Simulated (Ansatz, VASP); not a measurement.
# BeHg in two plane-wave programs, part 2 of 2

Wanted: the spread between two codes on one cell, functional and k mesh. The cell is generated by rule, not measured, and may not be a known phase. Of the first pair: The two relaxations start from unlike cells of this crystal (the structure described is Ansatz's start), so only their ends are compared.

VASP 6.6.1 and Ansatz 0.2.0.

So far: The starting structure; VASP: relaxation of cell and atoms, PBEsol, pair 1; Ansatz: relaxation of cell and atoms, PBEsol, pair 1; Comparison.

## 5. VASP: relaxation of cell and atoms, PBEsol, pair 2

Level of this step: PBEsol; plane waves and PAW (Be, Hg); invented cell (VASP).

The relaxed volume is the usual yardstick between codes: in a stiff, nearly cubic crystal its relative difference is about their pressure difference at one cell divided by the bulk modulus. Its start cell is another than that of the pair before, and may be another structure of the material.

INCAR

```
SYSTEM = BeHg
PREC = Accurate
ENCUT = 600
EDIFF = 1E-07
NELM = 120
ISMEAR = 0
SIGMA = 0.1
LREAL = .FALSE.
ALGO = Normal
GGA = PS
NBANDS = 13
LORBIT = 11
LWAVE = .FALSE.
LCHARG = .FALSE.
ISIF = 3
IBRION = 2
NSW = 80
EDIFFG = -0.005
LASPH = .TRUE.
GGA_COMPAT = .FALSE.
NELMIN = 4
```

POSCAR

```
BeHg
1.0
    3.0943860000      0.0000000000      0.0000000000
    0.0000000000      3.0943860000      0.0000000000
    0.0000000000      0.0000000000      3.0943860000
Be Hg
1 1
Direct
    0.5000000000      0.5000000000      0.5000000000
    0.0000000000      0.0000000000      0.0000000000
```

KPOINTS

```
Automatic mesh
0
Gamma
14 14 14
0 0 0
```

Potentials, in the order of the species: Be and Hg (PBE family, release 64).

Run with:

```sh
> mpirun -np 1 vasp_std
```

Numbers of over 12 decimals in the logs are rounded to 6 here.

Output:

```text
[banner, memory and clock lines left out]
running    1 mpi-ranks, on    1 nodes
[...]
[... a notice as in an earlier step ...]

 LDA part: xc-table for (Slater+PW92), standard interpolation
 POSCAR, INCAR and KPOINTS ok, starting setup
[...]
entering main loop
       N       E                     dE             d eps       ncg     rms          rms(c)
DAV:   1     0.841266605582E+02    0.84127E+02   -0.78821E+03  3240   0.115E+03
DAV:   2    -0.229307500589E+01   -0.86420E+02   -0.79487E+02  3535   0.251E+02
DAV:   3    -0.408882534547E+01   -0.17958E+01   -0.17917E+01  3713   0.381E+01
DAV:   4    -0.409137694408E+01   -0.25516E-02   -0.25515E-02  3365   0.162E+00
[...]
DAV:  10    -0.366573942161E+01    0.66745E-05   -0.26530E-05  3445   0.624E-02    0.142E-02
DAV:  11    -0.366573940092E+01    0.20689E-07   -0.11723E-06  3545   0.927E-03    0.298E-03
DAV:  12    -0.366573939329E+01    0.76286E-08   -0.10007E-07  2582   0.367E-03
   1 F= -.36657394E+01 E0= -.36640309E+01  d E =-.366574E+01
[...]
DAV:   5    -0.366609246545E+01    0.21898E-05   -0.97999E-06  3455   0.375E-02    0.387E-03
DAV:   6    -0.366609316670E+01   -0.70125E-06   -0.79863E-07  3545   0.955E-03    0.216E-03
DAV:   7    -0.366609324736E+01   -0.80662E-07   -0.12416E-07  1831   0.431E-03
   2 F= -.36660932E+01 E0= -.36644590E+01  d E =-.353854E-03
 trial-energy change:   -0.000354  1 .order   -0.000343   -0.000964    0.000279
 step:   0.7848(harm=  0.7757)  dis= 0.00000  next Energy=    -3.666123 (dE=-0.384E-03)
[...]
N       E                     dE             d eps       ncg     rms          rms(c)
DAV:   1    -0.366664579870E+01   -0.55263E-03   -0.87567E-03  3455   0.118E+00    0.157E-01
DAV:   2    -0.366615173043E+01    0.49407E-03   -0.13641E-03  3430   0.516E-01    0.625E-02
DAV:   3    -0.366612984836E+01    0.21882E-04   -0.50298E-05  3300   0.765E-02    0.496E-02
DAV:   4    -0.366612241984E+01    0.74285E-05   -0.68619E-06  3270   0.231E-02    0.197E-03
DAV:   5    -0.366612229263E+01    0.12721E-06   -0.42152E-07  3452   0.783E-03    0.775E-04
DAV:   6    -0.366612224731E+01    0.45322E-07   -0.35050E-08  1660   0.188E-03
   3 F= -.36661222E+01 E0= -.36644712E+01  d E =-.382854E-03
[...]
reached required accuracy - stopping structural energy minimisation
```

Parts of OUTCAR (step 5):

```text
  Total        0.0021983      0.0021983      0.0021983      0.0000000      0.0000000     -0.0000000
  in kB        0.1196522      0.1196522      0.1196522      0.0000000      0.0000000     -0.0000000
  external PRESSURE =       0.1196522 kB  Pullay stress =       0.0000000 kB

 POSITION                                       TOTAL-FORCE (eV/Angst)
 -----------------------------------------------------------------------------------
      1.54381      1.54381      1.54381         0.000000     -0.000000      0.000000
      0.00000      0.00000      0.00000        -0.000000      0.000000      0.000000
 -----------------------------------------------------------------------------------
    total drift:                               -0.000000     -0.000000     -0.000000

  FREE ENERGIE OF THE ION-ELECTRON SYSTEM (eV)
  ---------------------------------------------------
  free  energy   TOTEN  =        -3.6661222473 eV

  energy  without entropy=       -3.6628202130  energy(sigma->0) =       -3.66447123

[... 1 part as in an earlier step ...]

[... 3 further parts left out ...]
[key lines of the parts left out:]
E-fermi :   5.5446
```

## 6. Ansatz: relaxation of cell and atoms, PBEsol, pair 2

The same cell, functional, mesh and smearing now go to Ansatz, which takes its cutoff from its data sets.

The cell is taken from a series of runs on this material, whose earlier steps may have relaxed, scaled, displaced or heated it; both programs get it as it stands.

input.yaml

```yaml
crystal:
  lattice:
    - [3.0943864778, 0.0, 0.0]
    - [0.0, 3.0943864778, 0.0]
    - [0.0, 0.0, 3.0943864778]
  atoms:
    - { symbol: Be, position: [0.5, 0.5, 0.5] }
    - { symbol: Hg, position: [0.0, 0.0, 0.0] }
kpoints:
  mp_grid: { grid: [14, 14, 14] }
hamiltonian:
  xc: pbesol
scf:
  occupations: { method: gaussian, width: 0.1 }
output:
  forces: true
  stress: true
  eigenvalues: true
  write_density: true
  write_potential: true
  elf: true
  volumetric_format: npy
relax:
  adjacent_minimum: "off"
  f_tol: 0.005
  max_steps: 80
  cell: { stress_tol: 0.05 }
```

Run with:

```sh
> ansatz run input.yaml --threads 4 --pin off --max-ram 8192MiB --backend cpu --events-out ev --progress --plain --runs-dir out
```

Output:

```text
[...]
Crystal: 2 atoms, lattice volume = 29.629 Å³
Basis set: ecut = 420 eV, 587 PW (Γ), exchange–correlation on 48×48×48 points (8 copies of the dense FFT grid, shifted against one another)
Bands: 15, of which v1, the nominal top of the filled ones, is band 11 counted from 1 (10 counted from 0)
Symmetry: 48 space group operations
[...]
k-points: 120 of 2744
[...]
k-point 119: bands = [... 7 lower, 8.7590, 8.7590, 17.1723, 17.1723, 17.1723, 17.2578, 17.4569, 18.3599]
--- Relaxed structure (3 steps of the walk, 3 accepted, 1 SCFs on fresh bases) ---
[...]
cell:  # Å, volume = 29.2719 Å³
    - [3.081889, 0, 0]
    - [0, 3.081889, 0]
    - [0, 0, 3.081889]
  atoms:
    - { symbol: Be, position: [0.5, 0.5, 0.5] }
    - { symbol: Hg, position: [0, 0, 0] }
[key lines of the parts left out:]
SCF converged after 5 iterations
Free energy (F): -13757.470946 eV
Fermi energy:    15.638465 eV
P = ⅓ Tr σ = -0.0290 GPa (-0.290 kbar)
```

## 7. Side by side

What differs besides the data sets and the points named for the pairs above, as far as they apply: the data sets hold 22 valence electrons in Ansatz (on its default PAW (the set named soft_2) files) and 14 in VASP. Total energies have different zeros and are not compared.

Compared:

```csv
quantity,Ansatz,VASP,difference
volume (Å³),29.27,29.44,-0.56 %
"edge a after relaxation, in the typed setting (Å)",3.082,3.088,-0.18 %
```

## 8. VASP: relaxation of cell and atoms, PBEsol, pair 3

The relaxed volume is the usual yardstick between codes: in a stiff, nearly cubic crystal its relative difference is about their pressure difference at one cell divided by the bulk modulus.

Changes to INCAR since step 5:

```diff
@@ -5,4 +5,4 @@
 NELM = 120
-ISMEAR = 0
-SIGMA = 0.1
+ISMEAR = 1
+SIGMA = 0.15
 LREAL = .FALSE.
```

POSCAR

```
BeHg
1.0
    3.0818890000      0.0000000000      0.0000000000
    0.0000000000      3.0818890000      0.0000000000
    0.0000000000      0.0000000000      3.0818890000
Be Hg
1 1
Direct
    0.5000001622      0.5000001622      0.5000001622
    0.0000000000      0.0000000000      0.0000000000
```

KPOINTS

```
Automatic mesh
0
Gamma
16 16 16
0 0 0
```

Run with:

```sh
> mpirun -np 1 vasp_std
```

Output:

```text
[... set-up lines as in an earlier step ...]
 entering main loop
       N       E                     dE             d eps       ncg     rms          rms(c)
DAV:   1     0.847082157673E+02    0.84708E+02   -0.78706E+03  4394   0.115E+03
DAV:   2    -0.231579819764E+01   -0.87024E+02   -0.80282E+02  4790   0.254E+02
DAV:   3    -0.409545656525E+01   -0.17797E+01   -0.17753E+01  5218   0.381E+01
DAV:   4    -0.409804084091E+01   -0.25843E-02   -0.25841E-02  4610   0.162E+00
[...]
DAV:  10    -0.366969585713E+01    0.56207E-05   -0.22510E-05  4738   0.566E-02    0.129E-02
DAV:  11    -0.366969589216E+01   -0.35031E-07   -0.11616E-06  4970   0.971E-03    0.591E-03
DAV:  12    -0.366969588246E+01    0.97034E-08   -0.11927E-07  3224   0.406E-03
   1 F= -.36696959E+01 E0= -.36698452E+01  d E =-.366970E+01
[...]
N       E                     dE             d eps       ncg     rms          rms(c)
DAV:   1    -0.369403708411E+01   -0.24341E-01   -0.40342E-01  4750   0.800E+00    0.109E+00
[...]
DAV:   7    -0.367034178575E+01    0.17202E-06   -0.43848E-07  4714   0.782E-03    0.414E-04
DAV:   8    -0.367034175630E+01    0.29455E-07   -0.40855E-08  2280   0.244E-03
   2 F= -.36703418E+01 E0= -.36705603E+01  d E =-.645874E-03
 trial-energy change:   -0.000646  1 .order   -0.000660   -0.002073    0.000753
 step:   0.7275(harm=  0.7335)  dis= 0.00000  next Energy=    -3.670445 (dE=-0.749E-03)
[...]
N       E                     dE             d eps       ncg     rms          rms(c)
DAV:   1    -0.367221389364E+01   -0.18721E-02   -0.29918E-02  4735   0.217E+00    0.284E-01
DAV:   2    -0.367053116245E+01    0.16827E-02   -0.46474E-03  4690   0.951E-01    0.111E-01
DAV:   3    -0.367046083118E+01    0.70331E-04   -0.17299E-04  4540   0.142E-01    0.884E-02
DAV:   4    -0.367044438777E+01    0.16443E-04   -0.23630E-05  4510   0.432E-02    0.433E-03
DAV:   5    -0.367044410456E+01    0.28321E-06   -0.14917E-06  4830   0.147E-02    0.145E-03
DAV:   6    -0.367044428389E+01   -0.17933E-06   -0.12060E-07  3705   0.359E-03    0.736E-04
DAV:   7    -0.367044432215E+01   -0.38264E-07   -0.29973E-08  2225   0.211E-03
   3 F= -.36704443E+01 E0= -.36706453E+01  d E =-.748440E-03
[...]
reached required accuracy - stopping structural energy minimisation
```

Parts of OUTCAR (step 8):

```text
  Total        0.0011534      0.0011534      0.0011534      0.0000000      0.0000000     -0.0000000
  in kB        0.0625726      0.0625726      0.0625726      0.0000000      0.0000000     -0.0000000
  external PRESSURE =       0.0625726 kB  Pullay stress =       0.0000000 kB

 POSITION                                       TOTAL-FORCE (eV/Angst)
 -----------------------------------------------------------------------------------
      1.54552      1.54552      1.54552         0.000000     -0.000000      0.000000
      0.00000      0.00000      0.00000        -0.000000      0.000000      0.000000
 -----------------------------------------------------------------------------------
    total drift:                                0.000019      0.000019      0.000019

  FREE ENERGIE OF THE ION-ELECTRON SYSTEM (eV)
  ---------------------------------------------------
  free  energy   TOTEN  =        -3.6704443222 eV

  energy  without entropy=       -3.6710471422  energy(sigma->0) =       -3.67064526

[... 1 part as in an earlier step ...]

[... 3 further parts left out ...]
[key lines of the parts left out:]
E-fermi :   5.5128
```

## 9. Ansatz: relaxation of cell and atoms, PBEsol, pair 3

The same cell, functional, mesh and smearing now go to Ansatz, which takes its cutoff from its data sets.

The cell is taken from a series of runs on this material, whose earlier steps may have relaxed, scaled, displaced or heated it; both programs get it as it stands.

input.yaml

```yaml
crystal:
  lattice:
    - [3.0818891078, 0.0, 0.0]
    - [0.0, 3.0818891078, 0.0]
    - [0.0, 0.0, 3.0818891078]
  atoms:
    - { symbol: Be, position: [0.5, 0.5, 0.5] }
    - { symbol: Hg, position: [0.0, 0.0, 0.0] }
kpoints:
  mp_grid: { grid: [16, 16, 16] }
hamiltonian:
  xc: pbesol
scf:
  occupations: { method: methfessel_paxton, width: 0.15 }
output:
  forces: true
  stress: true
  eigenvalues: true
relax:
  adjacent_minimum: "off"
  f_tol: 0.001
  max_steps: 60
  cell: { stress_tol: 0.01 }
```

Run with:

```sh
> ansatz run input.yaml --threads 4 --pin off --max-ram 8192MiB --backend cpu --events-out ev --progress --plain --runs-dir out
```

Output:

```text
[...]
Crystal: 2 atoms, lattice volume = 29.272 Å³
Basis set: ecut = 420 eV, 587 PW (Γ), exchange–correlation on 48×48×48 points (8 copies of the dense FFT grid, shifted against one another)
Bands: 15, of which v1, the nominal top of the filled ones, is band 11 counted from 1 (10 counted from 0)
Symmetry: 48 space group operations
[...]
k-points: 165 of 4096
[...]
k-point 164: bands = [... 7 lower, 8.7098, 8.7098, 17.1076, 17.1076, 17.1076, 17.1626, 17.3694, 18.2713]
--- Relaxed structure (3 steps of the walk, 3 accepted, 1 SCFs on fresh bases) ---
[...]
cell:  # Å, volume = 29.3806 Å³
    - [3.085697, 0, 0]
    - [0, 3.085697, 0]
    - [0, 0, 3.085697]
  atoms:
    - { symbol: Be, position: [0.5, 0.5, 0.5] }
    - { symbol: Hg, position: [0, 0, 0] }
[key lines of the parts left out:]
SCF converged after 5 iterations
Free energy (F): -13757.473946 eV
Fermi energy:    15.564283 eV
P = ⅓ Tr σ = -0.0025 GPa (-0.025 kbar)
```

## 10. Comparison

What differs besides the data sets and the points named for the pairs above, as far as they apply: the data sets hold 22 valence electrons in Ansatz (on its default PAW (the set named soft_2) files) and 14 in VASP. Total energies have different zeros and are not compared.

The two programs side by side:

```csv
quantity,Ansatz,VASP,difference
volume (Å³),29.38,29.53,-0.52 %
"edge a after relaxation, in the typed setting (Å)",3.086,3.091,-0.17 %
```

## 11. Outcome

```json
{"difference in volume (relaxation of cell and atoms, PBEsol, pair 1)": "-1.1 %", "difference in volume (relaxation of cell and atoms, PBEsol, pair 2)": "-0.56 %", "difference in volume (relaxation of cell and atoms, PBEsol, pair 3)": "-0.52 %"}
```

What this shows: The difference in volume is -1.1 % (relaxation of cell and atoms, PBEsol, pair 1), within the 1.2 % picked in this series as the mark of a large difference, as far as the stopping tolerances let one tell. The data sets hold unlike numbers of valence electrons (22 in Ansatz and 14 in VASP), so part of the differences comes from the potentials. How closely two codes agree says nothing of how well the functional describes the real material.

[Lines on the potential files, build, host, timing and source positions are cut from VASP's logs without a mark.]

[Logs are printed without paths, hosts, clocks, repeated set-up lines and the standing remarks that a program may print on its own settings, such as how far it seeks lower states.]

[Hosts, paths, dates, database ids (printed as entryN), source tags and the programs' standing remarks are cut or masked in the printed files.]
